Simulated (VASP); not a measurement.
Output of a VASP run:

**OUTCAR**
```
 ion  position               nearest neighbor table
   1  0.000  0.000  0.000-
   2  0.800  0.500  0.500-   5 1.58   4 1.68   3 1.68   6 1.68   7 1.68
   3  0.500  0.200  0.500-   4 1.58   2 1.68   5 1.68   6 1.68   7 1.68
   4  0.500  0.800  0.500-   3 1.58   2 1.68   5 1.68   6 1.68   7 1.68
   5  0.200  0.500  0.500-   2 1.58   3 1.68   4 1.68   6 1.68   7 1.68
   6  0.500  0.500  0.800-   7 1.58   3 1.68   4 1.68   5 1.68   2 1.68
   7  0.500  0.500  0.200-   6 1.58   3 1.68   4 1.68   5 1.68   2 1.68
  LATTYP: Found a simple cubic cell.
 ALAT       =     3.9517694261
 Subroutine PRICEL returns:
 Original cell was already a primitive cell.
 Subroutine GETGRP returns: Found 48 space group operations
The static configuration has the point symmetry O_h .
The dynamic configuration has the point symmetry O_h .
 Subroutine INISYM returns: Found 48 space group operations
 Subroutine IBZKPT returns following result:
 Found     20 irreducible k-points:

 Following reciprocal coordinates:
            Coordinates               Weight
  0.000000  0.000000  0.000000      1.000000
  0.166667  0.000000  0.000000      6.000000
  0.333333  0.000000  0.000000      6.000000
  0.500000  0.000000  0.000000      3.000000
  0.166667  0.166667  0.000000     12.000000
  0.333333  0.166667  0.000000     24.000000
  0.500000  0.166667  0.000000     12.000000
  0.333333  0.333333  0.000000     12.000000
  0.500000  0.333333  0.000000     12.000000
  0.500000  0.500000  0.000000      3.000000
  0.166667  0.166667  0.166667      8.000000
  0.333333  0.166667  0.166667     24.000000
  0.500000  0.166667  0.166667     12.000000
  0.333333  0.333333  0.166667     24.000000
  0.500000  0.333333  0.166667     24.000000
  0.500000  0.500000  0.166667      6.000000
  0.333333  0.333333  0.333333      8.000000
  0.500000  0.333333  0.333333     12.000000
  0.500000  0.500000  0.333333      6.000000
  0.500000  0.500000  0.500000      1.000000
   k-points           NKPTS =     20   k-points in BZ     NKDIM =     20   number of bands    NBANDS=     18
   number of dos      NEDOS =    301   number of ions     NIONS =      7
   total plane-waves  NPLWV =  32768
   dimension x,y,z NGX =    32 NGY =   32 NGZ =   32
   dimension x,y,z NGXF=    64 NGYF=   64 NGZF=   64
   ions per type =               1   6
   PREC   = accura    normal or accurate (medium, high low for compatibility)
   ISTART =      0    job   : 0-new  1-cont  2-samecut
   ICHARG =      2    charge: 1-file 2-atom 10-const
   ISPIN  =      1    spin polarized calculation?
   LNONCOLLINEAR =      F non collinear calculations
   LSORBIT =      F    spin-orbit coupling
   INIWAV =      1    electr: 0-lowe 1-rand  2-diag
   ENCUT  =  620.0 eV  45.57 Ry    6.75 a.u.   8.02  8.02  8.02*2*pi/ulx,y,z
   NELM   =    100;   NELMIN=  2; NELMDL= -5     # of ELM steps
   EDIFF  = 0.1E-05   stopping-criterion for ELM
   LREAL  =      F    real-space projection
   NLSPLINE    = F    spline interpolate recip. space projectors
   LMAXMIX     =    2 max onsite mixed and CHGCAR
   VOSKOWN=      0    Vosko Wilk Nusair interpolation
   EDIFFG = -.2E-01   stopping-criterion for IOM
   NSW    =     40    number of steps for IOM
   NBLOCK =      1;   KBLOCK =     40    inner block; outer block
   IBRION =      2    ionic relax: 0-MD 1-quasi-New 2-CG
   NFREE  =      1    steps in history (QN), initial steepest desc. (CG)
   ISIF   =      3    stress and relaxation
   ISYM   =      2    0-nonsym 1-usesym 2-fastsym
   TEIN   =    0.0    initial temperature
   TEBEG  =    0.0;   TEEND  =   0.0 temperature during run
   SMASS  =  -3.00    Nose mass-parameter (am)
   PSTRESS=  300.0 pullay stress
   NELECT =      28.0000    total number of electrons
   EFERMI =   0.00;   METHOD = LEGACY
   ISMEAR =     0;   SIGMA  =   0.05  broadening in eV -4-tet -1-fermi 0-gaus
   IALGO  =     38    algorithm
   LDIAG  =      T    sub-space diagonalisation (order eigenvalues)
   IMIX   =      4    mixing-type and parameters
     AMIX     =   0.40;   BMIX     =  1.00
     AMIX_MAG =   1.60;   BMIX_MAG =  1.00
...
```

OSZICAR:
```
...
   1 F= -.37903613E+02 E0= -.37903005E+02  d E =-.379036E+02
       N       E                     dE             d eps       ncg     rms          rms(c)
DAV:   1    -0.490480653904E+02    0.41096E+00   -0.16479E+01   790   0.402E+01    0.412E+00
DAV:   2    -0.486594247455E+02    0.38864E+00   -0.10627E+00   808   0.992E+00    0.214E+00
DAV:   3    -0.485481596421E+02    0.11127E+00   -0.62907E-01  1150   0.626E+00    0.483E-01
DAV:   4    -0.485494543050E+02   -0.12947E-02   -0.38818E-02   950   0.167E+00    0.222E-01
DAV:   5    -0.485529341518E+02   -0.34798E-02   -0.49549E-03  1216   0.456E-01    0.693E-02
DAV:   6    -0.485532138206E+02   -0.27967E-03   -0.31771E-04  1226   0.105E-01    0.432E-02
DAV:   7    -0.485533221592E+02   -0.10834E-03   -0.18306E-04  1120   0.801E-02    0.164E-02
DAV:   8    -0.485533258971E+02   -0.37379E-05   -0.10319E-05  1146   0.244E-02    0.153E-03
DAV:   9    -0.485533258403E+02    0.56801E-07   -0.49996E-07   538   0.513E-03
   2 F= -.37900058E+02 E0= -.37899339E+02  d E =0.355477E-02
       N       E                     dE             d eps       ncg     rms          rms(c)
DAV:   1    -0.492021708229E+02   -0.64884E+00   -0.42191E+00   926   0.209E+01    0.198E+00
DAV:   2    -0.491115273564E+02    0.90643E-01   -0.27804E-01   958   0.483E+00    0.110E+00
DAV:   3    -0.490821338903E+02    0.29393E-01   -0.18782E-01  1208   0.325E+00    0.351E-01
DAV:   4    -0.490816100236E+02    0.52387E-03   -0.98242E-03   946   0.954E-01    0.127E-01
DAV:   5    -0.490826359384E+02   -0.10259E-02   -0.12583E-03  1044   0.234E-01    0.256E-02
DAV:   6    -0.490826583195E+02   -0.22381E-04   -0.13003E-04  1002   0.612E-02    0.279E-02
DAV:   7    -0.490826876659E+02   -0.29346E-04   -0.33483E-05  1184   0.376E-02    0.100E-02
DAV:   8    -0.490826886319E+02   -0.96596E-06   -0.17944E-06   644   0.128E-02
   3 F= -.37982726E+02 E0= -.37981952E+02  d E =-.791127E-01
       N       E                     dE             d eps       ncg     rms          rms(c)
DAV:   1    -0.490317058822E+02    0.50982E-01   -0.15162E+00   734   0.815E+00    0.576E-01
DAV:   2    -0.490184585640E+02    0.13247E-01   -0.51065E-02   978   0.166E+00    0.271E-01
DAV:   3    -0.490156510660E+02    0.28075E-02   -0.17692E-02   752   0.804E-01    0.496E-02
DAV:   4    -0.490156597899E+02   -0.87239E-05   -0.14414E-03   938   0.257E-01    0.337E-02
DAV:   5    -0.490156657725E+02   -0.59826E-05   -0.16227E-04  1104   0.749E-02    0.157E-02
DAV:   6    -0.490156637850E+02    0.19875E-05   -0.22380E-05   960   0.402E-02    0.482E-03
DAV:   7    -0.490156640956E+02   -0.31061E-06   -0.11607E-06   522   0.888E-03
   4 F= -.37966753E+02 E0= -.37966735E+02  d E =0.159724E-01
       N       E                     dE             d eps       ncg     rms          rms(c)
DAV:   1    -0.490795131371E+02   -0.63849E-01   -0.80053E-01   732   0.591E+00    0.429E-01
DAV:   2    -0.490721346671E+02    0.73785E-02   -0.33893E-02   996   0.123E+00    0.188E-01
DAV:   3    -0.490709868984E+02    0.11478E-02   -0.58323E-03   756   0.493E-01    0.443E-02
DAV:   4    -0.490709900578E+02   -0.31595E-05   -0.57202E-04  1046   0.165E-01    0.239E-02
DAV:   5    -0.490709931521E+02   -0.30942E-05   -0.50372E-05  1004   0.425E-02    0.119E-02
DAV:   6    -0.490709949542E+02   -0.18021E-05   -0.12277E-05  1024   0.281E-02    0.256E-03
DAV:   7    -0.490709946970E+02    0.25712E-06   -0.14746E-06   610   0.105E-02
   5 F= -.37985124E+02 E0= -.37984459E+02  d E =-.239795E-02
```

OUTCAR:
```
------------------------ aborting loop because EDIFF is reached ----------------------------------------
  FORCE on cell =-STRESS in cart. coord.  units (eV):
  Direction    XX          YY          ZZ          XY          YZ          ZX
  --------------------------------------------------------------------------------------
  Total       11.0600305     11.0600305     11.0600305      0.0000000      0.0000000     -0.0000000
  in kB      299.3007165    299.3007165    299.3007165      0.0000000      0.0000000     -0.0000000
  external PRESSURE =      -0.6992835 kB  Pullay stress =     300.0000000 kB
  volume of cell :       59.21
      direct lattice vectors                 reciprocal lattice vectors
     3.897502330 -0.000000000 -0.000000000     0.256574574  0.000000000 -0.000000000
    -0.000000000  3.897502330  0.000000000     0.000000000  0.256574574 -0.000000000
     0.000000000  0.000000000  3.897502330     0.000000000 -0.000000000  0.256574574
 POSITION                                       TOTAL-FORCE (eV/Angst)
 -----------------------------------------------------------------------------------
      0.00000      0.00000      3.89750        -0.000000      0.000000      0.000000
      3.12151      1.94875      1.94875        -0.001303      0.000000      0.000000
      1.94875      0.77599      1.94875        -0.000000      0.001303      0.000000
      1.94875      3.12151      1.94875        -0.000000     -0.001303      0.000000
      0.77599      1.94875      1.94875         0.001303     -0.000000      0.000000
      1.94875      1.94875      3.12151        -0.000000     -0.000000     -0.001303
      1.94875      1.94875      0.77599        -0.000000      0.000000      0.001303
 -----------------------------------------------------------------------------------
    total drift:                                0.000000     -0.000000     -0.000000
  FREE ENERGIE OF THE ION-ELECTRON SYSTEM (eV)
  ---------------------------------------------------
  free  energy   TOTEN  =       -49.0709946970 eV

  energy  without entropy=      -49.0696655412  energy(sigma->0) =      -49.07033012
  enthalpy is  TOTEN    =       -37.9851236426 eV   P V=       11.0858710544

 reached required accuracy - stopping structural energy minimisation
```
(Selected blocks of OUTCAR.)

### POSCAR
```
CaB6
1
    3.9517694261     0.0000000000     0.0000000000
    0.0000000000     3.9517694261     0.0000000000
    0.0000000000     0.0000000000     3.9517694261
Ca B
1 6
Direct
  0.0000000000   0.0000000000   0.0000000000
  0.8001735320   0.5000000000   0.5000000000
  0.5000000000   0.1998264680   0.5000000000
  0.5000000000   0.8001735320   0.5000000000
  0.1998264680   0.5000000000   0.5000000000
  0.5000000000   0.5000000000   0.8001735320
  0.5000000000   0.5000000000   0.1998264680
```

### Question
Write an INCAR and KPOINTS that could have produced this output.

### Answer
Several could match; the one computed here: the input of the run itself, LDA (Ceperley-Alder, Perdew-Zunger), plane waves, VASP's LDA PAW potentials (set 64).

File KPOINTS:
```
Regular mesh
0
Gamma
6 6 6
```

**INCAR**
```
SYSTEM  =  CaB6
PREC  =  Accurate; ENCUT  =  620; LREAL  =  .False.
LASPH  =  .True.
EDIFF  =  1E-6; NELM  =  100; ALGO  =  Normal
ISMEAR  =  0; SIGMA  =  0.05
IBRION  =  2; NSW  =  40; ISIF  =  3
EDIFFG  =  -0.02; PSTRESS  =  300
LWAVE  =  .False.; LCHARG  =  .False.
```

POTCAR, in this order: Ca_sv B (LDA.64 set). Program: vasp_std.

Energy and stress use the plane-wave basis of the starting cell.

The compound is CaB6 in the cab6 structure. This run relaxes it under an external pressure of 30 GPa. Symmetry was kept, so distortions that lower it aren't found.
